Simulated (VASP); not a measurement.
# HfO2: structure and properties in VASP, part 3 of 3

Aim: relax HfO2, then compute properties on the relaxed cell. The start is a cell from a database of measured crystal structures.

VASP 6.6.1; PBE with D3(BJ); plane waves and PAW (Hf_pv, O).

So far, gap on the k-mesh (eV): 3.95 in steps 2, 3 and 4. The relaxed cell has a = 5.049 Å (conventional setting).

## (6) Density of states (PBE + D3(BJ))

A density of states needs more k-points than a total energy; ISMEAR = -5 takes tetrahedra, and LORBIT projects the states on the PAW spheres. The mesh is finer than in the run before.

Contents of INCAR:

```
SYSTEM = HfO2
PREC = Accurate
ENCUT = 520
EDIFF = 1E-06
NELM = 100
ISMEAR = -5
SIGMA = 0.05
LREAL = .FALSE.
ALGO = Normal
GGA = PE
IVDW = 12
NBANDS = 24
LASPH = .TRUE.
LORBIT = 11
LWAVE = .FALSE.
LCHARG = .FALSE.
KPAR = 2
NEDOS = 2001
```

Contents of POSCAR:

```
HfO2
1.0
    0.0000000000      2.5242698519      2.5242698519
    2.5242698519      0.0000000000      2.5242698519
    2.5242698519      2.5242698519      0.0000000000
Hf O
1 2
Direct
    0.0000000000      0.0000000000      0.0000000000
    0.2500000000      0.2500000000      0.2500000000
    0.7500000000      0.7500000000      0.7500000000
```

Contents of KPOINTS:

```
Automatic mesh
0
Gamma
13 13 13
0 0 0
```

PAW data sets: Hf_pv and O (PBE family, release 64).

Launch:

```sh
> mpirun -np 2 vasp_std
```

Log:

```text
[... set-up lines as in an earlier step ...]
 entering main loop
       N       E                     dE             d eps       ncg     rms          rms(c)
DAV:   1     0.893495773375E+02    0.89350E+02   -0.11889E+04  4032   0.911E+02
DAV:   2    -0.322707284599E+02   -0.12162E+03   -0.11692E+03  4984   0.250E+02
DAV:   3    -0.359829970780E+02   -0.37123E+01   -0.37018E+01  4912   0.361E+01
DAV:   4    -0.359966259628E+02   -0.13629E-01   -0.13629E-01  4496   0.245E+00
DAV:   5    -0.359966882177E+02   -0.62255E-04   -0.62255E-04  4880   0.148E-01    0.492E+01
DAV:   6    -0.303662698989E+02    0.56304E+01   -0.14929E+01  4152   0.243E+01    0.420E+01
DAV:   7    -0.302776826627E+02    0.88587E-01   -0.59389E-01  4664   0.492E+00    0.295E+01
DAV:   8    -0.302669185405E+02    0.10764E-01   -0.24097E-01  4120   0.380E+00    0.111E+01
DAV:   9    -0.302420497517E+02    0.24869E-01   -0.54905E-02  4128   0.176E+00    0.315E+00
DAV:  10    -0.302422869341E+02   -0.23718E-03   -0.26276E-03  4936   0.315E-01    0.603E-01
DAV:  11    -0.302423792658E+02   -0.92332E-04   -0.24438E-04  4296   0.118E-01    0.384E-01
DAV:  12    -0.302423767444E+02    0.25215E-05   -0.18195E-05  4448   0.258E-02    0.855E-02
DAV:  13    -0.302423775035E+02   -0.75915E-06   -0.26929E-06  4216   0.905E-03
   1 F= -.30970706E+02 E0= -.30970706E+02  d E =0.000000E+00
```

Run time: 37 s. Hardware: 2 MPI ranks of Intel Xeon Platinum 8488C (Sapphire Rapids), shared host; peak memory 0.4 GiB.

Parts of OUTCAR (step 6):

```text
   k-points           NKPTS =     84   k-points in BZ     NKDIM =     84   number of bands    NBANDS=     24

   NELECT =      22.0000    total number of electrons

 E-fermi :   4.3687

 k-point     2 :       0.0769    0.0000    0.0000
  band No.  band energies     occupation
    ...
      7      -0.9730      2.00000
      8      -0.8649      2.00000
      9       3.5879      2.00000
     10       3.6564      2.00000
     11       3.6564      2.00000
     12       8.4252      0.00000
     13       8.4252      0.00000
     14      10.5837      0.00000
     15      14.6647      0.00000
     16      14.8602      0.00000
    ...

 Edisp (eV)   -0.72833

  Total      -0.02795    -0.02795    -0.02795     0.00000     0.00000    -0.00000
  in kB      -1.39220    -1.39220    -1.39220     0.00000     0.00000    -0.00000
  external pressure =       -1.39 kB  Pullay stress =        0.00 kB

 POSITION                                       TOTAL-FORCE (eV/Angst)
 -----------------------------------------------------------------------------------
      0.00000      0.00000      0.00000        -0.000000     -0.000000     -0.000000
      1.26213      1.26213      1.26213         0.000000      0.000000     -0.000000
      3.78640      3.78640      3.78640        -0.000000     -0.000000      0.000000
 -----------------------------------------------------------------------------------
    total drift:                                0.000000      0.000000      0.000000

  FREE ENERGIE OF THE ION-ELECTRON SYSTEM (eV)
  ---------------------------------------------------
  free  energy   TOTEN  =       -30.9707060883 eV

  energy  without entropy=      -30.9707060883  energy(sigma->0) =      -30.97070609

[... 8 parts as in an earlier step ...]

[... 8 further parts left out ...]
```

Numbers from this step:

| Quantity | Value |
| --- | --- |
| irreducible k-points | 84 |
| Fermi energy | 4.369 eV |
| pressure | -0.1392 GPa |
| valence top at k | -0.4615, 0.4615, 0 |
| conduction bottom at k | 0.4615, 0.4615, 0 |
| least direct gap at k | -0.4615, 0.4615, 0 |
| gap on the k-mesh | 3.889 eV |
| least direct gap on the k-mesh | 3.951 eV |

The density of states has structure finer than the step of the table below, so its rows give means over 1 eV, whole bins alone (the curve runs from -12.0 to 11.8 eV). Peaks (eV: height): total -4.9: 3.96, -1.3: 5.59, 4.6: 6.89, 7.2: 5.51; O p -4.9: 1.91, -4.3: 1.99, -1.3: 3.81, -0.8: 2.35; Hf d 4.6: 4.68, 5.2: 2.38, 7.2: 3.65, 8.5: 1.81; Hf p -4.9: 0.22, -4.3: 0.171, -1.3: 0.304, 7.2: 0.187; Hf s -5.4: 0.0666, -4.3: 0.136, -3.6: 0.124, 4.6: 0.0879.

States under -12.0 eV and over 11.8 eV are left out. The density of states by energy, zero at the valence-band top; means over each step; values in states/eV/cell:

```
energy (eV)    total      O p     Hf d     Hf p     Hf s      O s
         -8        0        0        0        0        0        0
         -7  0.00105   4.4e-4   1.1e-4   4.5e-6   1.2e-4   1.8e-6
         -6    0.381    0.167   0.0355  0.00862   0.0376  0.00170
         -5     2.26     1.09    0.385    0.104   0.0543  0.00644
         -4     2.54     1.36    0.312    0.133   0.0899   0.0194
         -3     1.41    0.814    0.126   0.0843   0.0350   0.0204
         -2     2.15     1.37    0.174    0.133   0.0140   0.0175
         -1     2.97     2.09    0.211    0.143  0.00851   0.0107
          0    0.273    0.212  0.00491   5.5e-4        0  0.00106
          1        0        0        0        0        0        0
          2        0        0        0        0        0        0
          3        0        0        0        0        0        0
          4    0.765   0.0753    0.494  0.00924   0.0203  0.00164
          5     3.15    0.265     2.29   0.0450   0.0235  0.00429
          6   0.0952  0.00236   0.0698   7.6e-4  0.00253  0.00279
          7     1.74   0.0735     1.08   0.0713   0.0203    0.153
          8     1.68    0.215     1.10   0.0513  0.00619   0.0734
          9     2.12    0.451     1.37   0.0354   0.0109   0.0249
         10     1.23    0.311    0.609   0.0347   0.0325   0.0183
         11    0.597    0.131    0.131   0.0451   0.0200   0.0126
```

The gap on this mesh is 3.89 eV, over the 3.84 eV of the band run, since this mesh misses a band edge. In the top eV of the valence band the largest shares in the PAW spheres are O p 74 %; in the lowest eV of the conduction band, Hf d 67 % and O p 10 %. The rest lies in smaller channels or between the spheres.

## (7) Field gradients at the nuclei (PBE + D3(BJ))

Field gradients probe how far the charge around each nucleus departs from cubic symmetry; LASPH keeps the non-spherical terms inside the spheres.

Contents of INCAR:

```
SYSTEM = HfO2
PREC = Accurate
ENCUT = 520
EDIFF = 1E-07
NELM = 100
ISMEAR = 0
SIGMA = 0.05
LREAL = .FALSE.
ALGO = Normal
GGA = PE
IVDW = 12
NBANDS = 17
LASPH = .TRUE.
LORBIT = 11
LWAVE = .FALSE.
LCHARG = .FALSE.
KPAR = 2
LEFG = .TRUE.
```

POSCAR is that of step 6.

Contents of KPOINTS:

```
Automatic mesh
0
Gamma
9 9 9
0 0 0
```

Launch:

```sh
> mpirun -np 2 vasp_std
```

Log:

```text
[... set-up lines as in an earlier step ...]
 entering main loop
       N       E                     dE             d eps       ncg     rms          rms(c)
[... 12 cycles as in an earlier step ...]
DAV:  13    -0.302423609270E+02   -0.10894E-05   -0.16252E-06  1552   0.106E-02    0.119E-02
DAV:  14    -0.302423612173E+02   -0.29030E-06   -0.21325E-07  1207   0.359E-03    0.517E-03
DAV:  15    -0.302423611616E+02    0.55677E-07   -0.13713E-08   811   0.950E-04
ion   1
     0.0000000    -0.0000000     0.0000000    -0.0000000    -0.0000000    -0.0000000
     0.0000654    -0.0000000     0.0000000    -0.0000000    -0.0000000    -0.0000000
     0.0000901    -0.0000000     0.0000000    -0.0000000    -0.0000000    -0.0000000
     0.0001241    -0.0000000     0.0000000    -0.0000000    -0.0000000    -0.0000000
     0.0001709    -0.0000000     0.0000000    -0.0000000    -0.0000000    -0.0000000

     0.0000000    -0.0000000     0.0000000    -0.0000000    -0.0000000    -0.0000000
     0.0000654    -0.0000000     0.0000000    -0.0000000    -0.0000000    -0.0000000
     0.0000901    -0.0000000     0.0000000    -0.0000000    -0.0000000    -0.0000000
     0.0001241    -0.0000000     0.0000000    -0.0000000    -0.0000000    -0.0000000
     0.0001709    -0.0000000     0.0000000    -0.0000000    -0.0000000    -0.0000000

ion   2
     0.0000000    -0.0000000     0.0000000    -0.0000000     0.0000000     0.0000000
     0.0000293    -0.0000000     0.0000000    -0.0000000     0.0000000     0.0000000
     0.0000403    -0.0000000     0.0000000    -0.0000000     0.0000000     0.0000000
     0.0000555    -0.0000000     0.0000000    -0.0000000     0.0000000     0.0000000
     0.0000765    -0.0000000     0.0000000    -0.0000000     0.0000000     0.0000000

     0.0000000    -0.0000000     0.0000000    -0.0000000     0.0000000     0.0000000
     0.0000293    -0.0000000     0.0000000    -0.0000000     0.0000000     0.0000000
     0.0000403    -0.0000000     0.0000000    -0.0000000     0.0000000     0.0000000
     0.0000555    -0.0000000     0.0000000    -0.0000000     0.0000000     0.0000000
     0.0000765    -0.0000000     0.0000000    -0.0000000     0.0000000     0.0000000

ion   3
     0.0000000    -0.0000000     0.0000000    -0.0000000     0.0000000    -0.0000000
     0.0000293    -0.0000000     0.0000000    -0.0000000     0.0000000    -0.0000000
     0.0000403    -0.0000000     0.0000000    -0.0000000     0.0000000    -0.0000000
     0.0000555    -0.0000000     0.0000000    -0.0000000     0.0000000    -0.0000000
     0.0000765    -0.0000000     0.0000000    -0.0000000     0.0000000    -0.0000000

     0.0000000    -0.0000000     0.0000000    -0.0000000     0.0000000    -0.0000000
     0.0000293    -0.0000000     0.0000000    -0.0000000     0.0000000    -0.0000000
     0.0000403    -0.0000000     0.0000000    -0.0000000     0.0000000    -0.0000000
     0.0000555    -0.0000000     0.0000000    -0.0000000     0.0000000    -0.0000000
     0.0000765    -0.0000000     0.0000000    -0.0000000     0.0000000    -0.0000000

   1 F= -.30970690E+02 E0= -.30970690E+02  d E =-.738051E-14
```

It took 14 s on 2 MPI ranks; peak memory 0.34 GiB.

OUTCAR, selected parts (step 7):

```text
   NELECT =      22.0000    total number of electrons

 E-fermi :   4.5856

 k-point     1 :       0.0000    0.0000    0.0000
  band No.  band energies     occupation
    ...
      7      -1.0323      2.00000
      8      -1.0323      2.00000
      9       3.7757      2.00000
     10       3.7757      2.00000
     11       3.7757      2.00000
     12       8.3005      0.00000
     13       8.3005      0.00000
     14      10.3279      0.00000
     15      14.9727      0.00000
     16      14.9727      0.00000
    ...

 Edisp (eV)   -0.72833

  Total      -0.02824    -0.02824    -0.02824     0.00000     0.00000     0.00000
  in kB      -1.40642    -1.40642    -1.40642     0.00000     0.00000     0.00000
  external pressure =       -1.41 kB  Pullay stress =        0.00 kB

 POSITION                                       TOTAL-FORCE (eV/Angst)
 -----------------------------------------------------------------------------------
      0.00000      0.00000      0.00000         0.000000      0.000000      0.000000
      1.26213      1.26213      1.26213        -0.000000      0.000000      0.000000
      3.78640      3.78640      3.78640        -0.000000     -0.000000     -0.000000
 -----------------------------------------------------------------------------------
    total drift:                                0.000000      0.000000      0.000000

  FREE ENERGIE OF THE ION-ELECTRON SYSTEM (eV)
  ---------------------------------------------------
  free  energy   TOTEN  =       -30.9706897464 eV

  energy  without entropy=      -30.9706897464  energy(sigma->0) =      -30.97068975

 Electric field gradients after diagonalization (V/A^2)
 (convention: |V_zz| > |V_xx| > |V_yy|)
----------------------------------------------------------------------
 ion       V_xx      V_yy      V_zz     asymmetry (V_yy - V_xx)/ V_zz
----------------------------------------------------------------------
   1      -0.000    -0.000     0.001       0.000
   2       0.002     0.002    -0.004       0.000
   3       0.002     0.002    -0.004       0.000
----------------------------------------------------------------------

[... 9 parts as in an earlier step ...]

[... 8 further parts left out ...]
```

This step gave:

```
SCF cycles                     : 15
bands                          : 17
irreducible k-points           : 35
Fermi energy                   : 4.586 eV
pressure                       : -0.1406 GPa
valence top at k               : -0.4444, 0.4444, 0
conduction bottom at k         : 0.4444, 0.4444, 0
least direct gap at k          : -0.4444, 0.4444, 0
gap on the k-mesh              : 3.949 eV
least direct gap on the k-mesh : 4.066 eV
```

Electric field gradients, by row:

| atom | Vxx (V/Å²) | Vyy (V/Å²) | Vzz (V/Å²) | asymmetry |
| --- | --- | --- | --- | --- |
| Hf1 | 0 | 0 | 0.001 | - |
| O2 | 0.002 | 0.002 | -0.004 | - |
| O3 | 0.002 | 0.002 | -0.004 | - |

All gradients vanish within the noise.

The run ends at a pressure of -0.14 GPa.

## (8) Results

```
relaxed volume                            : 10.72 Å³/atom
relaxed conventional cell a, b, c         : 5.049, 5.049, 5.049 Å
space group after relaxing, within 0.02 Å : Fm-3m (No. 225)
band gap                                  : 3.84 eV, direct
gap on the dense mesh                     : 3.89 eV
largest field gradient Vzz                : zero within the noise on all sites
```

In words: With PBE + D3(BJ), HfO2 relaxes to 10.72 Å³/atom in space group Fm-3m (held by the symmetry of the run) and has a direct gap of 3.84 eV. Against the listed cell the volume lies -3.8 %. Bands along the symmetry lines (PBE + D3(BJ)): The path shows a direct gap of 3.84 eV (valence top at X, conduction bottom at X). Spin-orbit coupling is left out, and with elements this heavy it would split and shift bands near the edges, and it can change the kind of a small gap. No search among competing phases was made, and a listed structure need not be the one stable at ambient conditions. All values are for a static lattice at zero temperature.

[Lines on the potential files, build, host, timing and source positions are cut from VASP's logs without a mark.]

[Logs are printed without paths, hosts, clocks, repeated set-up lines and the standing remarks that a program may print on its own settings, such as how far it seeks lower states.]

[Hosts, paths, dates, database ids (printed as entryN), source tags and the programs' standing remarks are cut or masked in the printed files.]

[Measured values are set beside computed ones only where the two were judged alike; some that the calculation misses by far are left out.]
